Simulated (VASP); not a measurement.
Runs of VASP 6.6.1 on SiF. Symmetry: Pm-3m, No. 221, cubic system. The conventional cell has a = 3.029 Å, b = 3.029 Å, c = 3.029 Å, α = 90.00°, β = 90.00°, γ = 90.00°. Si (site symmetry m-3m) has 8 F at 2.62 Å as nearest neighbours. F (site symmetry m-3m) is surrounded by 8 Si at 2.62 Å. The cell was built by a generator and needn't be a form met in nature.

| task | level | potentials or basis | cell | k mesh | cutoff (eV) | smearing | screening parameter | grid for exact exchange (PRECFOCK) | exchange at q = 0 | mesh quality | gap on the mesh (eV) | pressure (GPa) | relaxed volume (Å³/atom) |
| --- | --- | --- | --- | --- | --- | --- | --- | --- | --- | --- | --- | --- | --- |
| relaxation of cell and atoms | PBEsol | VASP PAW PBE potentials, release 64 (Si, F) | relaxed | 9 × 9 × 9 | 600 | fermi-dirac 0.05 eV | - | - | - | not flagged | none | -0.1 | 13.24 |
| relaxation of cell and atoms | PBE | VASP PAW PBE potentials, release 64 (Si, F) | relaxed | 9 × 9 × 9 | 600 | fermi-dirac 0.05 eV | - | - | - | not flagged | none | -0.1 | 13.89 |
| relaxation of cell and atoms | LDA | VASP PAW LDA potentials, release 64 (Si, F) | relaxed | 9 × 9 × 9 | 600 | fermi-dirac 0.05 eV | - | - | - | not flagged | none | -0.1 | 12.87 |
| relaxation of cell and atoms | PBE+D4 | VASP PAW PBE potentials, release 64 (Si, F) | relaxed | 9 × 9 × 9 | 600 | fermi-dirac 0.05 eV | - | - | - | not flagged | none | 0.0 | (a) |
| relaxation of cell and atoms | PBE+D3 | VASP PAW PBE potentials, release 64 (Si, F) | relaxed | 9 × 9 × 9 | 600 | fermi-dirac 0.05 eV | - | - | - | not flagged | none | -0.1 | 13.75 |
| relaxation of cell and atoms | revPBE | VASP PAW PBE potentials, release 64 (Si, F) | relaxed | 9 × 9 × 9 | 600 | fermi-dirac 0.05 eV | - | - | - | not flagged | none | 0.0 | 14.21 |
| relaxation of cell and atoms | PBE+D2 | VASP PAW PBE potentials, release 64 (Si, F) | relaxed | 9 × 9 × 9 | 600 | fermi-dirac 0.05 eV | - | - | - | not flagged | none | -0.1 | (b) |
| relaxation of cell and atoms | PBE+MBD | VASP PAW PBE potentials, release 64 (Si, F) | relaxed | 9 × 9 × 9 | 600 | fermi-dirac 0.05 eV | - | - | - | not flagged | none | -0.1 | 13.55 |
| single point | HSE(alpha, omega) | VASP PAW PBE potentials, release 64 (Si, F) | as given | 5 × 5 × 5 | 520 | fermi-dirac 0.05 eV | 0.4 | Fast | - | coarse | none | -1.5 | - |
| relaxation of cell and atoms | SCAN0 | VASP PAW PBE potentials, release 64 (Si, F) | relaxed | 5 × 5 × 5 | 600 | gaussian 0.05 eV | - | Fast | truncated | coarse | none | 0.0 | 13.33 |
| single point | r2SCAN | VASP PAW PBE potentials, release 64 (Si, F) | as given | 9 × 9 × 9 | 520 | fermi-dirac 0.05 eV | - | - | - | not flagged | none | -0.2 | - |

Alike in all rows: no spin polarisation.

Problem. Fill in the values left out.

Solution. (a) 13.86; (b) 13.72.

Caveats: some runs use coarse meshes; an odd number of electrons without spin polarisation forces a metal; a magnetic or distorted state may lie lower; the PAW data sets were made with another functional, which shifts forces and pressure a little (some runs); pairwise dispersion overbinds metals, which lowers pressure and volume (some runs); atom-pairwise D2, TS and ULG terms overbind metals (some runs).

A k mesh can miss the band edges.

A gap of «none» marks a metal or a gap under the smearing width.

Not every run made on this cell is shown here.
